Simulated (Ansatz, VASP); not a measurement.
**MoS2: VASP beside Ansatz**

One calculation is typed for both programs; each brings its own data sets. How far apart do they land? Of the first pair: The structure shown is the start of the Ansatz relaxation below; VASP solves that cell, so the two are compared at the walk's first step.

Method: plane waves, with VASP 6.6.1 beside it; single point at LDA, in Ansatz 0.2.0.

**1. Starting point**

The cell holds 3 atoms: 1 Mo and 2 S. Its edges and angles: a = 3.160 Å, b = 3.160 Å, c = 29.962 Å, α = 90.0°, β = 90.0°, γ = 60.0°. It derives from MoS2. As first built, before any earlier steps moved the atoms (in the runner's words): one layer cut from layered MoS2 (space group R3m). Vacuum lies along c. The height across the vacuum is the one that the program set for its solve, not the one typed.

**2. Ansatz: relaxation, LDA**

Ansatz runs on its default PAW (the set named soft_2) files.

The two programs are compared at the cell with which this relaxation starts, whose forces are those of its first step.

The input, input.yaml:

```yaml
crystal:
  lattice:
    - [3.16, 0.0, 0.0]
    - [1.58, 2.73664028, 0.0]
    - [0.0, 0.0, 19.08115]
  atoms:
    - { symbol: Mo, position: [0.66666667, 0.66666667, 0.50016115] }
    - { symbol: S, position: [0.0, 0.0, 0.41926194] }
    - { symbol: S, position: [0.0, 0.0, 0.58073806] }
  periodic: [true, true, false]
kpoints:
  mp_grid: { grid: [8, 8, 1] }
scf:
  occupations: { method: fermi_dirac, width: 0.05 }
hamiltonian:
  xc: lda
output:
  forces: true
  stress: true
  write_density: true
  write_potential: true
  elf: true
  volumetric_format: npy
relax:
  f_tol: 0.02
  max_steps: 50
  cell: {}
```

Run with:

```console
ansatz run input.yaml --threads 1 --pin off --max-ram 4096MiB --backend cpu --events-out ev --progress --plain --runs-dir out
```

Numbers of over 12 decimals in the logs are rounded to 6 here.

Output:

```text
Warning: crystal.periodic: the lattice vector that does not repeat stood 0.000° off the slab's normal, 19.081 Å along it as the deck builds it. The run solves the slab on a vector along the normal, 29.962 Å long, with every atom where it was (on the deck's vector they left 16.00 Å outside them, and the widest stretch free of ions among them is 1.54 Å). A fractional position that the run reports is one of the run's ce [...]
crystal.periodic: the lattice vector that does not repeat stood 0.000° off the slab's normal, 19.081 Å along it as the deck builds it. The run solves the slab on a vector along the normal, 29.962 Å long, with every atom where it was (on the deck's vector they left 16.00 Å outside them, and the widest stretch free of ions among them is 1.54 Å). A fractional position that the run reports is one of the run's cell, which [...]
Engine: ansatz 0.2.0, aarch64-unknown-linux-gnu
Pseudopotentials: kind: paw
Pseudopotential: Mo, paw, valence charge 14, recommended cutoff 420 eV (normal), Mo.paw.azcp
Pseudopotential: S, paw, valence charge 6, recommended cutoff 420 eV (normal), S.paw.azcp
Functional definition: SPW92
  exchange = slater_x
  correlation = pw_c
Crystal: 3 atoms, lattice volume = 259.107 Å³
Basis set: ecut = 420 eV, 4997 PW (Γ)
Bands: 17, of which v1, the nominal top of the filled ones, is band 13 counted from 1 (12 counted from 0)
Symmetry: 6 space group operations
Space group: P3m1 (ITA 156), of the structure as read, at distance tolerance 6.4e-5 Å
k-points: 10 of 64 (time reversal used)
Non-local potential: Mo, projectors of the file, l = 0: 3, l = 1: 2, l = 2: 2, l = 3: 1
Non-local potential: S, projectors of the file, l = 0: 2, l = 1: 2, l = 2: 2
PAW form: soft (Blöchl's): semilocal exchange-correlation on the pseudo side does not see the compensation charge
PAW frozen core: Mo, regenerated for the run's functional, and the local potential with it (the file was generated under x = pbe(κ = 0.804, μ = 0.219515), c = pbe(β = 0.066725))
PAW frozen core: S, regenerated for the run's functional, and the local potential with it (the file was generated under x = pbe(κ = 0.804, μ = 0.219515), c = pbe(β = 0.066725))
PAW one-centre angular grid: Mo, 590 points (default); XC on 64 Gauss nodes
PAW one-centre angular grid: S, 110 points (default); XC on 64 Gauss nodes
Initial density: superposition of atomic densities (neutral atoms: chi_scale 0, normalization atom), corrected by the library's trained network
Initial wavefunctions: pseudopotential atomic-orbital guess
Functional: x = slater, c = lda
SCF iter   1: F=—  HF=-6584.761941 eV  |F-HF|=—  |Δ(HF+E_count)|=         —  Δρ=3.78e-3  dr2=4.04e-2  ethr=1.77e-3  ⟨swp⟩=15.1  Hψ=1741  notcnv=0
preconditioner: auto → none  [insulator: Δε(μ)=1.789 eV  Ē_g=8.131 eV  σ=0.050 eV  W_gap=1.00  n_scr=16 (ndim 8)  ℏωp=9.8 eV  f_vac=0.766  D(μ)=0.00/eV (n_scr^D=0)  ε∞_Penn≈2.4]
[...]
SCF iter   4: F=—  HF=-6584.777336 eV  |F-HF|=—  |Δ(HF+E_count)|=   6.02e-9  Δρ=3.81e-7  dr2=8.76e-10  ethr=3.75e-11  ⟨swp⟩=2.7  Hψ=248  notcnv=0
SCF iter   5: F=—  HF=-6584.777336 eV  |F-HF|=—  |Δ(HF+E_count)|=  3.37e-11  Δρ=1.98e-7  dr2=5.28e-11  ethr=3.37e-12  ⟨swp⟩=3.5  Hψ=331  notcnv=0
SCF iter   6: F=-6584.777336 eV  HF=-6584.777336 eV  |F-HF|=2.18e-11  |Δ(HF+E_count)|=  2.64e-11  Δρ=4.47e-8  dr2=3.73e-12  ethr=1.00e-12  ⟨swp⟩=10.1  Hψ=1157  notcnv=0
SCF 5 converged in 6 iterations: F = -6584.777336 eV  dr2 = 3.73e-12
relax step   5: F+E_penalty+E_count = -6584.77733602 eV  Δ(F+E_penalty+E_count) = +1.581e-8 eV  max|allowed force component| = 2.579e-5 eV/Å  Δτ_max = 0.0000 Å  P = +0.000 N/m  Ω = 252.584 Å³  energy of the carried Pulay correction = +1.123e-4 eV  fix = [c, alpha, beta]  reactions: c +0.000 N/m  (6 SCF iters, accepted)
[...]
relax step   6: F+E_penalty+E_count = -6584.77733602 eV  Δ(F+E_penalty+E_count) = -2.692e-10 eV  max|allowed force component| = 6.124e-6 eV/Å  Δτ_max = 0.0000 Å  P = -0.000 N/m  Ω = 252.584 Å³  energy of the carried Pulay correction = +1.123e-4 eV  fix = [c, alpha, beta]  reactions: c -0.000 N/m  (3 SCF iters, accepted)
[...]
relax step   7: F+E_penalty+E_count = -6584.77723523 eV  Δ(F+E_penalty+E_count) = +1.008e-4 eV  max|allowed force component| = 3.503e-5 eV/Å  Δτ_max = 0.0000 Å  P = -0.001 N/m  Ω = 252.584 Å³  fix = [c, alpha, beta]  reactions: c -0.000 N/m  stress off target by 1.39e-3 N/m on what of the cell is left free  SCF on the basis re-selected at this cell (its energy is not comparable with the rows above)  (7 SCF iters)
basis re-selected at this cell: Δ(F+E_penalty+E_count) = +1.008e-4 eV, ΔP = -0.001 N/m vs the last step (what re-selecting the basis moved, of the pressure what is left beyond the Pulay correction that the steps carried, after the strain that the cell walked since its last selection, with what the two solves' SCF thresholds leave and, on support functions, any second-order correction that the steps lacked; it is no m [...]
WARN: The output density's exchange-correlation potential varies sharply where the density is thin. Do not read a vacuum level from v_tot or v_xc, or from such a field of the output density. On a cell that repeats whose density bears no net charge and no dipole along the vacuum's axis use v_es (v_loc + v_h of the components); under efield.dipole_correction with no amplitude use v_es + v_field, which holds any externa [...]
SCF converged after 7 iterations
Free energy (F): -6584.777235 eV
Harris-Foulkes:  -6584.777235 eV  (|F-HF|=3.64e-11)
Internal energy: -6584.777235 eV  (E = F + TS)
E sigma→0 (E₀):  -6584.777235 eV
Fermi energy:    -5.222145 eV
--- Per-component energies (eV) ---
  E_band       = -581.618429
  E_kinetic    = 659.564403
  E_local      = -45831.501450  (includes V_loc(G=0)·N_el)
  E_nonlocal   = 206.358912
  E_hartree    = 22474.215516
  E_xc         = -376.587503
  E_vxc        = -406.272475  (∫ρ·V_xc dr)
  E_paw        = -4226.892813  (= ΣΔE_a)
  E_vpaw       = -158.198953  (= ΣTr[D̂ρ^β])
  E_aug_tail   = 0.000021  (compensation charges beyond the density's cutoff)
  E_ewald      = 20509.286469
  E_core_change = 0.779211  (= ΣΔE_core)
  E_smearing   = -0.000000  (= −TS)
  E_closure    = 0.000000  (closes the sum)
  Σ components = -6584.777235   (vs F -6584.777235, Δ=0.00e0)
--- Forces (eV/Å), atoms counted from 1 ---
  atom   1  Mo     0.00000000     0.00000000    -0.00057907
  atom   2  S      0.00000000     0.00000000    -0.00061826
  atom   3  S     -0.00000000     0.00000000    -0.00055236
  max |Σ_I F_I| component: 1.75e-3 eV/Å
--- 2D stress c σ (N/m, compression-positive) ---
       -0.001387      -0.000000       0.000000
        0.000000      -0.001387      -0.000000
        0.000000      -0.000000      -0.000000
  P = ½ c Tr σ = -0.0014 N/m
--- Band table (eV; the first three rows and the last of 10) ---
  k-point 0: bands = [... 9 lower, -8.0488, -7.6174, -7.6174, -6.2687, -3.2056, -3.2056, -2.9159, -2.9159]
  k-point 1: bands = [... 9 lower, -8.5395, -7.9841, -7.2018, -6.3749, -3.5358, -3.4436, -3.1841, -2.8056]
  k-point 2: bands = [... 9 lower, -8.6684, -7.8850, -7.4754, -6.9463, -3.9534, -3.6306, -3.1093, -2.1243]
  k-point 9: bands = [... 9 lower, -9.4031, -9.2438, -8.2014, -6.2966, -4.1163, -2.9889, -2.5490, -1.0928]
--- Relaxed structure (6 steps of the walk, 6 accepted, 1 SCFs on fresh bases) ---
  F+E_penalty+E_count = -6584.77723523 eV   max|allowed force component| = 3.503e-5 eV/Å   (the final SCF, on the basis selected at the relaxed cell)
  cell:  # Å, volume = 252.5838 Å³
    - [3.119966, -2.963114859488923e-18, 0]
    - [1.559983, 2.701970, 0]
    - [0, 0, 29.962300134276]
  atoms:
    - { symbol: Mo, position: [0.666667, 0.666667, 0.318454] }
    - { symbol: S, position: [-4.9343245492941355e-17, -4.934324549294137e-17, 0.266628] }
    - { symbol: S, position: [-4.9343245492941355e-17, -4.934324549294137e-17, 0.370279] }
```

Reading the cycles: dr2 is the Hartree energy of the density residual (eV), the measure of convergence; HF is the Harris–Foulkes estimate of the energy, which meets the free energy F at convergence.

**3. VASP: single point, LDA, start cell, pair 1**

The same cell, functional (in two slightly different forms), mesh and smearing now go to VASP, with its own data sets.

Lines of VASP's logs that name or quote its potential files are left out, and so is its time.

The input, INCAR:

```
SYSTEM = MoS2
PREC = Accurate
ENCUT = 400
EDIFF = 1E-06
NELM = 120
ISMEAR = -1
SIGMA = 0.05
LREAL = .FALSE.
ALGO = Normal
GGA = CA
NBANDS = 19
LASPH = .TRUE.
LORBIT = 11
LWAVE = .FALSE.
LCHARG = .FALSE.
ISIF = 2
LDIPOL = .TRUE.
IDIPOL = 3
DIPOL = 0.5 0.5 0.318
LVHAR = .TRUE.
GGA_COMPAT = .FALSE.
EFERMI = MIDGAP
NELMDL = -8
```

The input, POSCAR:

```
MoS2
1.0
    3.1600000000      0.0000000000      0.0000000000
    1.5800000000      2.7366400000      0.0000000000
    0.0000000000      0.0000000000     29.9623000000
Mo S
1 2
Direct
    0.6666666058      0.6666667885      0.3185219426
    0.0000000000      0.0000000000      0.2670021994
    0.0000000000      0.0000000000      0.3698364278
```

The input, KPOINTS:

```
Automatic mesh
0
Gamma
8 8 1
0 0 0
```

Potentials, in the order of the species: Mo_sv and S (LDA family, release 64).

Run with:

```console
mpirun -np 1 vasp_std
```

Output:

```text
[banner, memory and clock lines left out]
running    1 mpi-ranks, on    1 nodes
 distrk:  each k-point on    1 cores,    1 groups
 distr:  one band on    1 cores,    1 groups

 POSCAR found type information on POSCAR MoS
 POSCAR found :  2 types and       3 ions
 LDA part: xc-table for (Slater(with rela. corr.)+CA(PZ))
 , standard interpolation
 POSCAR, INCAR and KPOINTS ok, starting setup
 FFT: planning ... GRIDC
 FFT: planning ... GRID_SOFT
 FFT: planning ... GRID
 WAVECAR not read
 entering main loop
       N       E                     dE             d eps       ncg     rms          rms(c)
DAV:   1     0.129674918128E+03    0.12967E+03   -0.11733E+04   532   0.836E+02
DAV:   2    -0.153221406620E+02   -0.14500E+03   -0.14101E+03   539   0.203E+02
DAV:   3    -0.256848110586E+02   -0.10363E+02   -0.10293E+02   484   0.516E+01
DAV:   4    -0.258446109845E+02   -0.15980E+00   -0.15938E+00   513   0.705E+00
DAV:   5    -0.258477911231E+02   -0.31801E-02   -0.31796E-02   495   0.962E-01
DAV:   6    -0.258479256727E+02   -0.13455E-03   -0.13455E-03   519   0.174E-01
DAV:   7    -0.258479301142E+02   -0.44415E-05   -0.44416E-05   498   0.292E-02
DAV:   8    -0.258479303462E+02   -0.23202E-06   -0.23149E-06   482   0.624E-03    0.256E+01
DAV:   9    -0.247251517720E+02    0.11228E+01   -0.10344E+01   443   0.213E+01    0.870E+00
DAV:  10    -0.245325974095E+02    0.19255E+00   -0.46552E+00   452   0.137E+01    0.641E+00
DAV:  11    -0.243538197057E+02    0.17878E+00   -0.94746E-01   458   0.643E+00    0.130E+00
DAV:  12    -0.243517196984E+02    0.21000E-02   -0.25163E-02   442   0.103E+00    0.565E-01
DAV:  13    -0.243498030305E+02    0.19167E-02   -0.98555E-03   430   0.687E-01    0.838E-02
DAV:  14    -0.243498234264E+02   -0.20396E-04   -0.45167E-04   462   0.145E-01    0.528E-02
[...]
DAV:  20    -0.243507069247E+02   -0.58892E-04   -0.23076E-06   419   0.479E-03    0.402E-03
DAV:  21    -0.243507495248E+02   -0.42600E-04   -0.19730E-06   338   0.546E-03    0.931E-04
DAV:  22    -0.243507625203E+02   -0.12996E-04   -0.51031E-07   385   0.215E-03    0.844E-04
DAV:  23    -0.243507707258E+02   -0.82054E-05   -0.27969E-07   333   0.143E-03    0.499E-04
DAV:  24    -0.243507751340E+02   -0.44082E-05   -0.90473E-08   321   0.896E-04    0.222E-04
DAV:  25    -0.243507787329E+02   -0.35988E-05   -0.91324E-08   306   0.741E-04    0.126E-04
DAV:  26    -0.243507800471E+02   -0.13142E-05   -0.20554E-08   273   0.433E-04    0.184E-04
DAV:  27    -0.243507806837E+02   -0.63665E-06   -0.72269E-09   247   0.352E-04
   1 F= -.24350781E+02 E0= -.24350781E+02  d E =-.173127E-08
```

From OUTCAR (step 3):

```text
ion  position               nearest neighbor table
   1  0.667  0.667  0.319-   3 2.39   3 2.39   3 2.39   2 2.39   2 2.39   2 2.39
   2  0.000  0.000  0.267-   1 2.39   1 2.39   1 2.39
   3  0.000  0.000  0.370-   1 2.39   1 2.39   1 2.39

  LATTYP: Found a hexagonal cell.
 ALAT       =     3.1599997610
 C/A-ratio  =     9.4817412234

 Subroutine GETGRP returns: Found  6 space group operations
 (whereof  6 operations were pure point group operations)

The static configuration has the point symmetry C_3v.

 Found     10 irreducible k-points:

   k-points           NKPTS =     10   k-points in BZ     NKDIM =     10   number of bands    NBANDS=     19

   dimension x,y,z NGX =    24 NGY =   24 NGZ =  196
   dimension x,y,z NGXF=    48 NGYF=   48 NGZF=  392

   ENCUT  =  400.0 eV  29.40 Ry    5.42 a.u.   5.15  5.15 48.86*2*pi/ulx,y,z

   NELECT =      26.0000    total number of electrons

 k-points in reciprocal lattice and weights: Automatic mesh
   0.00000000  0.00000000  0.00000000       0.016
   0.12500000  0.00000000  0.00000000       0.094
   0.25000000  0.00000000  0.00000000       0.094
   0.37500000  0.00000000  0.00000000       0.094
   0.50000000  0.00000000  0.00000000       0.047
   0.25000000  0.12500000  0.00000000       0.094
   0.37500000  0.12500000  0.00000000       0.188
   0.50000000  0.12500000  0.00000000       0.188
   0.50000000  0.25000000  0.00000000       0.094
  -0.37500000  0.25000000  0.00000000       0.094

 dipolmoment           0.000000      0.000000      0.000261 electrons x Angstroem

 average (electrostatic) potential at core
       1 -85.0311       2 -95.1637       3 -95.1634

 E-fermi :  -2.6078

 k-point     1 :       0.0000    0.0000    0.0000
  band No.  band energies     occupation
    ...
      9      -6.2424      2.00000
     10      -5.2800      2.00000
     11      -5.0795      2.00000
     12      -5.0795      2.00000
     13      -3.4979      2.00000
     14      -0.6780      0.00000
     15      -0.6780      0.00000
     16      -0.3578      0.00000
     17      -0.3578      0.00000
     18       2.0832      0.00000
    ...

 k-point     2 :       0.1250    0.0000    0.0000
  band No.  band energies     occupation
    ...
      9      -6.1692      2.00000
     10      -5.9929      2.00000
     11      -5.4292      2.00000
     12      -4.5583      2.00000
     13      -3.6350      2.00000
     14      -0.9233      0.00000
     15      -0.8916      0.00000
     16      -0.6177      0.00000
     17      -0.2829      0.00000
     18       2.4829      0.00000
    ...

 k-point     3 :       0.2500    0.0000    0.0000
  band No.  band energies     occupation
    ...
      9      -7.1770      2.00000
     10      -6.0859      2.00000
     11      -5.3637      2.00000
     12      -4.7835      2.00000
     13      -4.2475      2.00000
     14      -1.2802      0.00000
     15      -1.0645      0.00000
     16      -0.5465      0.00000
     17       0.4064      0.00000
     18       3.2691      0.00000
    ...

  Total       -1.2450523     -1.2450521     -0.1449606      0.0000000     -0.0000000      0.0000000
  in kB       -7.6987159     -7.6987143     -0.8963561      0.0000000     -0.0000000      0.0000000
  external PRESSURE =      -5.4312621 kB  Pullay stress =       0.0000000 kB

  energy-cutoff  :      400.00
  volume of cell :      259.11
      direct lattice vectors                 reciprocal lattice vectors
     3.160000000  0.000000000  0.000000000     0.316455696 -0.182705800  0.000000000
     1.580000000  2.736640000  0.000000000     0.000000000  0.365411600  0.000000000
     0.000000000  0.000000000 29.962300000     0.000000000  0.000000000  0.033375275

 POSITION                                       TOTAL-FORCE (eV/Angst)
 -----------------------------------------------------------------------------------
      3.16000      1.82443      9.54365        -0.000000      0.000000     -0.096484
      0.00000      0.00000      8.00000         0.000000     -0.000000      0.064194
      0.00000      0.00000     11.08115         0.000000     -0.000000      0.032290
 -----------------------------------------------------------------------------------
    total drift:                               -0.000000     -0.000591      0.000467

  FREE ENERGIE OF THE ION-ELECTRON SYSTEM (eV)
  ---------------------------------------------------
  free  energy   TOTEN  =       -24.3507806837 eV

  energy  without entropy=      -24.3507806820  energy(sigma->0) =      -24.35078068

 vacuum level on the upper side and lower side of the slab         2.661         2.656

 total charge
# of ion       s       p       d       tot
------------------------------------------
    1        2.301   6.232   4.005  12.539
    2        1.361   2.339   0.000   3.700
    3        1.361   2.341   0.000   3.702
--------------------------------------------------
tot          5.024  10.912   4.005  19.941

[... 3 further parts left out ...]
```

This run has no spin polarisation, so a moment on Mo, if there is one, isn't seen.

(Part 1 of 2 ends here.)

[Lines on the potential files, build, host, timing and source positions are cut from VASP's logs without a mark.]

[Logs are printed without paths, hosts, clocks, repeated set-up lines and the standing remarks that a program may print on its own settings, such as how far it seeks lower states.]

[Hosts, paths, dates, database ids (printed as entryN), source tags and the programs' standing remarks are cut or masked in the printed files.]
